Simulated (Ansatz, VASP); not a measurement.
# Hf (Hf strained to the junction's net): VASP beside Ansatz

Wanted: the spread between two codes on one cell, functional and k mesh. The structure shown is the end of the Ansatz relaxation below.

Program: Ansatz 0.2.0. Level of theory: plane waves, with VASP 6.6.1 beside it; PBE. Results are calculated unless marked as measured.

### Step 1. The starting structure

Symmetry: P6_3/mmc, No. 194, hexagonal system. The conventional cell has a = 3.209 Å, b = 3.209 Å, c = 5.069 Å, α = 90.00°, β = 90.00°, γ = 120.00°. Nearest to Hf lie 12 Hf at 3.14 to 3.21 Å.

### Step 2. Ansatz: relaxation, PBE

Ansatz runs on its default PAW (the set named soft_2) files.

This run makes the geometry at which the two programs are then compared.

Input file input.yaml:

```yaml
crystal:
  lattice:
    - [3.209, 0.0, 0.0]
    - [-1.6045, 2.7790755207, 0.0]
    - [0.0, 0.0, 5.0400578125]
  atoms:
    - { symbol: Hf, position: [0.0, 0.0, 0.0] }
    - { symbol: Hf, position: [0.3333333333, 0.6666666667, 0.5] }
kpoints:
  mp_grid: { grid: [12, 12, 6] }
scf:
  occupations: { method: fermi_dirac, width: 0.1 }
  max_iter: 150
hamiltonian:
  xc: pbe
relax:
  f_tol: 0.01
  max_steps: 40
  cell: { fix: [a, b, angles] }
```

Launch:

```sh
> ansatz run input.yaml --threads 4 --pin off --max-ram 10240MiB --backend cpu --events-out ev --progress --plain --runs-dir out
```

Numbers of over 12 decimals in the logs are rounded to 6 here.

Output:

```text
Engine: ansatz 0.2.0, aarch64-unknown-linux-gnu
Pseudopotentials: kind: paw
Pseudopotential: Hf, paw, valence charge 26, recommended cutoff 420 eV (normal), Hf.paw.azcp
Functional definition: PBE
  parameter kappa = 0.804
  parameter beta = 0.066725
  exchange = pbe_x(kappa = kappa, mu = beta*pi^2/3)
  correlation = pbe_c(beta = beta)
Crystal: 2 atoms, lattice volume = 44.948 Å³
Basis set: ecut = 420 eV, 881 PW (Γ), exchange–correlation on 48×48×72 points (8 copies of the dense FFT grid, shifted against one another)
Bands: 32, of which v1, the nominal top of the filled ones, is band 26 counted from 1 (25 counted from 0)
Symmetry: 24 space group operations
Space group: P63/mmc (ITA 194), of the structure as read, at distance tolerance 3.6e-5 Å
k-points: 76 of 864
Non-local potential: Hf, projectors of the file, l = 0: 3, l = 1: 2, l = 2: 2, l = 3: 3
PAW form: soft (Blöchl's): semilocal exchange-correlation on the pseudo side does not see the compensation charge
PAW one-centre angular grid: Hf, 590 points (default); XC on 64 Gauss nodes
Initial density: superposition of atomic densities (neutral atoms: chi_scale 0, normalization atom), corrected by the library's trained network
Initial wavefunctions: pseudopotential atomic-orbital guess
Functional: x = pbe(κ = 0.804, μ = 0.219515), c = pbe(β = 0.066725)
SCF iter   1: F=—  HF=-31442.749051 eV  |F-HF|=—  |Δ(HF+E_count)|=         —  Δρ=2.87e-3  dr2=1.79e-3  ethr=1.77e-3  ⟨swp⟩=4.4  Hψ=7970  notcnv=0
preconditioner: auto → Kerker (q_TF=auto, 2.795 Å⁻¹)  [metal: Δε(μ)=0.004 eV  Ē_g=17.570 eV  σ=0.100 eV  W_gap=0.01  n_scr=22 (ndim 8)  ℏωp=38.4 eV  f_vac=0.000  D(μ)=1.67/eV (n_scr^D=22)]
SCF iter   2: F=—  HF=-31442.749393 eV  |F-HF|=—  |Δ(HF+E_count)|=   3.41e-4  Δρ=1.80e-3  dr2=7.85e-4  ethr=3.45e-6  ⟨swp⟩=2.7  Hψ=4974  notcnv=0
SCF iter   3: F=—  HF=-31442.749609 eV  |F-HF|=—  |Δ(HF+E_count)|=   2.16e-4  Δρ=2.79e-4  dr2=3.20e-5  ethr=1.51e-6  ⟨swp⟩=2.2  Hψ=3042  notcnv=0
SCF iter   4: F=—  HF=-31442.749620 eV  |F-HF|=—  |Δ(HF+E_count)|=   1.07e-5  Δρ=1.43e-4  dr2=5.00e-6  ethr=6.15e-8  ⟨swp⟩=2.1  Hψ=4358  notcnv=0
SCF iter   5: F=—  HF=-31442.749617 eV  |F-HF|=—  |Δ(HF+E_count)|=   2.08e-6  Δρ=5.13e-5  dr2=6.46e-7  ethr=9.62e-9  ⟨swp⟩=2.1  Hψ=3899  notcnv=0
SCF iter   6: F=-31442.749618 eV  HF=-31442.749618 eV  |F-HF|=1.10e-8  |Δ(HF+E_count)|=   4.20e-7  Δρ=1.37e-5  dr2=4.37e-8  ethr=1.92e-10  ⟨swp⟩=5.5  Hψ=10563  notcnv=0
SCF 1 converged in 6 iterations: F = -31442.749618 eV  dr2 = 4.37e-8
  greatest PAW one-centre occupation: 0.998 electrons in one spin orbital (limit 2), on the Hf atom at site 1 (counted from 0), in its partial waves of l = 0
relax step   1: F+E_penalty+E_count = -31442.74961791 eV  Δ(F+E_penalty+E_count) = +0.000e0 eV  max|allowed force component| = 2.776e-17 eV/Å  Δτ_max = 0.0000 Å  P = +0.406 GPa  Ω = 44.948 Å³  fix = [a, b, alpha, beta, gamma]  reactions: a +0.060, b +0.060 GPa  (6 SCF iters, dr2 threshold 1.00e-7 eV, accepted)
[...]
relax step   2: F+E_penalty+E_count = -31442.74980293 eV  Δ(F+E_penalty+E_count) = -1.850e-4 eV  max|allowed force component| = 1.480e-16 eV/Å  Δτ_max = 0.0000 Å  P = -0.698 GPa  Ω = 45.404 Å³  energy of the carried Pulay correction = -1.260e-4 eV  fix = [a, b, alpha, beta, gamma]  reactions: a -0.616, b -0.616 GPa  (5 SCF iters, dr2 threshold 2.00e-7 eV, accepted)
[...]
relax step   3: F+E_penalty+E_count = -31442.75040907 eV  Δ(F+E_penalty+E_count) = -6.061e-4 eV  max|allowed force component| = 1.850e-17 eV/Å  Δτ_max = 0.0000 Å  P = -0.220 GPa  Ω = 45.203 Å³  energy of the carried Pulay correction = -7.071e-5 eV  fix = [a, b, alpha, beta, gamma]  reactions: a -0.323, b -0.323 GPa  (4 SCF iters, dr2 threshold 2.00e-7 eV, accepted)
[...]
relax step   4: F+E_penalty+E_count = -31442.75048160 eV  Δ(F+E_penalty+E_count) = -7.253e-5 eV  max|allowed force component| = 9.252e-18 eV/Å  Δτ_max = 0.0000 Å  P = -0.219 GPa  Ω = 45.203 Å³  fix = [a, b, alpha, beta, gamma]  reactions: a -0.323, b -0.323 GPa  stress off target by 1.15e-2 GPa on what of the cell is left free  SCF on the basis re-selected at this cell (its energy is not comparable with the rows above)  (6 SCF iters)
basis re-selected at this cell: Δ(F+E_penalty+E_count) = -7.253e-5 eV, ΔP = +0.000 GPa vs the last step (what re-selecting the basis moved, of the pressure what is left beyond the Pulay correction that the steps carried, after the strain that the cell walked since its last selection, with what the two solves' SCF thresholds leave and, on support functions, any second-order correction that the steps lacked; it is no m [...]
SCF converged after 6 iterations
Free energy (F): -31442.750482 eV
Harris-Foulkes:  -31442.750482 eV  (|F-HF|=1.09e-11)
Internal energy: -31442.693209 eV  (E = F + TS)
E sigma→0 (E₀):  -31442.721845 eV
Entropy (-TS):   -0.057273 eV (-28.636 meV/atom)
Fermi energy:    19.670647 eV
--- Per-component energies (eV) ---
  E_band       = 59.936785
  E_kinetic    = 847.739084
  E_local      = -10197.412266  (includes V_loc(G=0)·N_el)
  E_nonlocal   = -2488.771560
  E_hartree    = 4793.200936
  E_xc         = -600.049844
  E_vxc        = -532.148646  (∫ρ·V_xc dr)
  E_paw        = -13855.474866  (= ΣΔE_a)
  E_vpaw       = 2844.128295  (= ΣTr[D̂ρ^β])
  E_aug_tail   = -0.000002  (compensation charges beyond the density's cutoff)
  E_ewald      = -9941.924691
  E_smearing   = -0.057273  (= −TS)
  E_closure    = 0.000000  (closes the sum)
  Σ components = -31442.750482   (vs F -31442.750482, Δ=0.00e0)
--- Forces (eV/Å), atoms counted from 1 ---
  atom   1  Hf     0.00000000     0.00000000     0.00000000
  atom   2  Hf     0.00000000     0.00000000     0.00000000
  max |Σ_I F_I| component: 3.70e-17 eV/Å
--- Stress (GPa, compression-positive) ---
       -0.323270       0.000000       0.000000
       -0.000000      -0.323270       0.000000
        0.000000       0.000000      -0.011517
  P = ⅓ Tr σ = -0.2194 GPa (-2.194 kbar)
--- Relaxed structure (3 steps of the walk, 3 accepted, 1 SCFs on fresh bases) ---
  F+E_penalty+E_count = -31442.75048160 eV   max|allowed force component| = 9.252e-18 eV/Å   (the final SCF, on the basis selected at the relaxed cell)
  cell:  # Å, volume = 45.2030 Å³
    - [3.209000, 0, 0.0]
    - [-1.604500, 2.779076, 0.0]
    - [0.0, 0.0, 5.068703]
  atoms:
    - { symbol: Hf, position: [9.251858539620026e-18, -5.0885221963063393e-17, 0.0] }
    - { symbol: Hf, position: [0.333333, 0.666667, 0.500000] }
```

### Step 3. VASP: single point, PBE

The same cell, functional, mesh and smearing now go to VASP, with its own data sets.

Lines of VASP's logs that name or quote its potential files are left out, and so is its time.

Input file INCAR:

```
SYSTEM = Hf
PREC = Accurate
ENCUT = 500
EDIFF = 1E-06
NELM = 120
ISMEAR = -1
SIGMA = 0.1
LREAL = .FALSE.
ALGO = Normal
GGA = PE
NBANDS = 16
LASPH = .TRUE.
LORBIT = 11
LWAVE = .FALSE.
LCHARG = .FALSE.
ISIF = 2
GGA_COMPAT = .FALSE.
```

Input file POSCAR:

```
Hf
1.0
    3.2090000000      0.0000000000      0.0000000000
   -1.6045000000      2.7790755207      0.0000000000
    0.0000000000      0.0000000000      5.0687034185
Hf
2
Direct
    0.0000000000      1.0000000000      0.0000000000
    0.3333333334      0.6666666666      0.5000000000
```

Input file KPOINTS:

```
Automatic mesh
0
Gamma
12 12 6
0 0 0
```

The projector-augmented-wave data sets are Hf_pv (PBE family, release 64).

Launch:

```sh
> mpirun -np 1 vasp_std
```

Output:

```text
[banner, memory and clock lines left out]
running    1 mpi-ranks, on    1 nodes
 distrk:  each k-point on    1 cores,    1 groups
 distr:  one band on    1 cores,    1 groups

 POSCAR found type information on POSCAR Hf
 POSCAR found :  1 types and       2 ions
 LDA part: xc-table for (Slater+PW92), standard interpolation
 POSCAR, INCAR and KPOINTS ok, starting setup
 FFT: planning ... GRIDC
 FFT: planning ... GRID_SOFT
 FFT: planning ... GRID
 WAVECAR not read
 entering main loop
       N       E                     dE             d eps       ncg     rms          rms(c)
DAV:   1     0.480818617686E+02    0.48082E+02   -0.11038E+04  2432   0.114E+03
DAV:   2    -0.188877973596E+02   -0.66970E+02   -0.65491E+02  3232   0.250E+02
DAV:   3    -0.205882856408E+02   -0.17005E+01   -0.16898E+01  3280   0.270E+01
DAV:   4    -0.206015780503E+02   -0.13292E-01   -0.13291E-01  3008   0.298E+00
DAV:   5    -0.206017573907E+02   -0.17934E-03   -0.17933E-03  3280   0.285E-01    0.647E+01
DAV:   6    -0.200695310589E+02    0.53223E+00   -0.50907E-01  2904   0.484E+00    0.383E+01
DAV:   7    -0.198860816630E+02    0.18345E+00   -0.85730E-01  2944   0.601E+00    0.184E+00
DAV:   8    -0.198754545368E+02    0.10627E-01   -0.55775E-02  2832   0.161E+00    0.376E-01
DAV:   9    -0.198755600895E+02   -0.10555E-03   -0.11526E-03  3312   0.254E-01    0.197E-01
DAV:  10    -0.198755453514E+02    0.14738E-04   -0.56750E-05  2920   0.530E-02    0.221E-01
DAV:  11    -0.198755492467E+02   -0.38953E-05   -0.58355E-06  3168   0.190E-02    0.118E-02
DAV:  12    -0.198755492948E+02   -0.48101E-07   -0.40320E-07  1824   0.459E-03
   1 F= -.19875549E+02 E0= -.19846895E+02  d E =-.573094E-01
```

From OUTCAR (step 3):

```text
ion  position               nearest neighbor table
   1  0.000  0.000  0.000-   2 3.14   2 3.14   2 3.14   2 3.14   2 3.14   2 3.14
   2  0.333  0.667  0.500-   1 3.14   1 3.14   1 3.14   1 3.14   1 3.14   1 3.14

  LATTYP: Found a hexagonal cell.
 ALAT       =     3.2090000000
 C/A-ratio  =     1.5795273975

 Subroutine GETGRP returns: Found 24 space group operations
 (whereof 12 operations were pure point group operations)

The static configuration has the point symmetry D_3h.
 The point group associated with its full space group is D_6h.

 Found     76 irreducible k-points:

   k-points           NKPTS =     76   k-points in BZ     NKDIM =     76   number of bands    NBANDS=     16

   dimension x,y,z NGX =    24 NGY =   24 NGZ =   40
   dimension x,y,z NGXF=    48 NGYF=   48 NGZF=   80

   ENCUT  =  500.0 eV  36.75 Ry    6.06 a.u.   5.85  5.85  9.24*2*pi/ulx,y,z

   NELECT =      20.0000    total number of electrons

 k-points in reciprocal lattice and weights: Automatic mesh
   0.00000000  0.00000000  0.00000000       0.001
   0.08333333 -0.00000000  0.00000000       0.007
   0.16666667 -0.00000000  0.00000000       0.007
   0.25000000 -0.00000000  0.00000000       0.007
   0.33333333 -0.00000000  0.00000000       0.007
   0.41666667  0.00000000  0.00000000       0.007
   0.50000000 -0.00000000  0.00000000       0.003
   0.08333333  0.08333333  0.00000000       0.007
   0.16666667  0.08333333  0.00000000       0.014
[...]
0.33333333  0.25000000  0.50000000       0.014
   0.33333333  0.33333333  0.50000000       0.002

 average (electrostatic) potential at core
       1 -37.4923       2 -37.4923

 E-fermi :   4.8354

 k-point     1 :       0.0000    0.0000    0.0000
  band No.  band energies     occupation
    ...
      4     -25.3937      2.00000
      5     -25.3937      2.00000
      6     -25.3921      2.00000
      7      -2.4983      2.00000
      8       1.1735      2.00000
      9       5.4699      0.00350
     10       6.0214      0.00001
     11       6.0214      0.00001
     12       6.3170      0.00000
     13       6.8353      0.00000
    ...

 k-point     2 :       0.0833   -0.0000    0.0000
  band No.  band energies     occupation
    ...
      4     -25.4324      2.00000
      5     -25.4002      2.00000
      6     -25.3986      2.00000
      7      -2.2913      2.00000
      8       1.3774      2.00000
      9       5.2003      0.05072
     10       5.5305      0.00191
     11       6.2164      0.00000
     12       6.5858      0.00000
     13       6.7171      0.00000
    ...

 k-point     3 :       0.1667   -0.0000    0.0000
  band No.  band energies     occupation
    ...
      6     -25.4130      2.00000
      7      -1.6999      2.00000
      8       1.9218      2.00000
      9       4.5515      1.88951
     10       4.8392      0.98117
     11       6.0813      0.00001
     12       6.7360      0.00000
     13       6.7905      0.00000
     14       6.8233      0.00000
     15       7.2447      0.00000
    ...

  Total       -0.2069473     -0.2069473     -0.1477543      0.0000000      0.0000000     -0.0000000
  in kB       -7.3350548     -7.3350548     -5.2370145      0.0000000      0.0000000     -0.0000000
  external PRESSURE =      -6.6357080 kB  Pullay stress =       0.0000000 kB

  energy-cutoff  :      500.00
  volume of cell :       45.20
      direct lattice vectors                 reciprocal lattice vectors
     3.209000000  0.000000000  0.000000000     0.311623559  0.179915946  0.000000000
    -1.604500000  2.779075521  0.000000000     0.000000000  0.359831891  0.000000000
     0.000000000  0.000000000  5.068703419     0.000000000  0.000000000  0.197289113

 POSITION                                       TOTAL-FORCE (eV/Angst)
 -----------------------------------------------------------------------------------
      0.00000      0.00000      0.00000        -0.000000      0.000000      0.000000
      0.00000      1.85272      2.53435         0.000000     -0.000000      0.000000
 -----------------------------------------------------------------------------------
    total drift:                               -0.000000      0.000000      0.000000

  FREE ENERGIE OF THE ION-ELECTRON SYSTEM (eV)
  ---------------------------------------------------
  free  energy   TOTEN  =       -19.8755492948 eV

  energy  without entropy=      -19.8182399224  energy(sigma->0) =      -19.84689461

 total charge
# of ion       s       p       d       tot
------------------------------------------
    1        0.391   6.383   1.534   8.308
    2        0.391   6.383   1.534   8.308
--------------------------------------------------
tot          0.782  12.766   3.068  16.616

[... 3 further parts left out ...]
```

The run ends at a pressure of -0.66 GPa.

### Step 4. Side by side

Known differences besides the potentials themselves: the data sets hold 52 valence electrons in Ansatz (on its default PAW (the set named soft_2) files) and 20 in VASP; the cutoff is 420 eV in Ansatz and 500 eV in VASP; Ansatz's pressure holds a Pulay correction, VASP's none. Total energies have different zeros and are not compared.

Both answers:

```
      quantity  Ansatz   VASP  difference
pressure (GPa)   -0.22  -0.66       +0.44
```

### Step 5. Outcome

- difference in pressure (single point, PBE): 0.44 GPa

In words: The difference in pressure is 0.44 GPa (single point, PBE), within the 1 GPa picked in this series as the mark of a large difference. The data sets hold unlike numbers of valence electrons (52 in Ansatz and 20 in VASP), so part of the differences may come from the potentials. How closely two codes agree says nothing of how well the functional describes the real material.

[Lines on the potential files, build, host, timing and source positions are cut from VASP's logs without a mark.]

[Logs are printed without paths, hosts, clocks, repeated set-up lines and the standing remarks that a program may print on its own settings, such as how far it seeks lower states.]

[Hosts, paths, dates, database ids (printed as entryN), source tags and the programs' standing remarks are cut or masked in the printed files.]
